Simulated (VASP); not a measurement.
Wanted: the native input for a VASP 6.6.1 run.

```
Task                   : single point
Functional             : PBE
Potentials or basis    : VASP PAW PBE potentials, release 64 (Ru_pv, Se)
Cutoff                 : 520 eV
k mesh                 : 6 × 6 × 6
Occupations            : gaussian, width 0.05 eV
Spin                   : collinear spin, ferromagnetic start
Starting moments       : [1.0, 0.0] μB
Fixed moment           : 3 μB
Hubbard terms          : Ru d U = 6 eV
Further INCAR settings : ALGO = Normal; EDIFF = 1e-06; NBANDS = 21
```

The structure of RuSe lies in POSCAR:

```
RuSe
1.0
    3.1876923100      0.0000000000      0.0000000000
    0.0000000000      3.1876923100      0.0000000000
    0.0000000000      0.0000000000      3.1876923100
Ru Se
1 1
Direct
    0.0000000000      0.0000000000      0.0000000000
    0.5000000000      0.5000000000      0.5000000000
```

The cell comes from a database or a generator and needn't be the stable form of this composition.

One way to write it, as run:

INCAR

```
  PREC = Accurate
  ENCUT = 520
  EDIFF = 1E-6
  ISMEAR = 0
  SIGMA = 0.05
  LREAL = F
  LASPH = T
  NELM = 100
  ALGO = Normal
  ISIF = 2
  LWAVE = F
  LCHARG = T
  ISPIN = 2
  MAGMOM = 1 0
  LORBIT = 11
  NUPDOWN = 3
  LMAXMIX = 4
  LDAU = T
  LDAUTYPE = 2
  LDAUL = 2 -1
  LDAUU = 6 0
  LDAUJ = 0 0
  LDAUPRINT = 1
  GGA = PE
  LELF = T
  LVHAR = T
  NBANDS = 21
```

KPOINTS

```
regular mesh
0
Gamma
  6 6 6
```

Potentials or basis: VASP PAW PBE potentials, release 64 (Ru_pv, Se).

Launch:

```bash
$ cat potpaw_PBE.64/Ru_pv/POTCAR potpaw_PBE.64/Se/POTCAR > POTCAR
$ mpirun -np 1 vasp_std > vasp.out
```

It gave:

```json
{"Pressure": "22.2 GPa", "Net moment": "3.00 μB per cell", "Site moments": "Ru +2.94; Se +0.02 μB", "Valence electrons inside the program's atomic spheres": "Ru 12.38; Se 3.91"}
```

Caveat: the moment is held away from its start; the total moment is fixed, so each spin has its own Fermi level.

It took 15 s on 1 thread of Intel(R) Xeon(R) Platinum 8559C (Emerald Rapids), with other jobs on the host, peak memory 0.15 GiB.
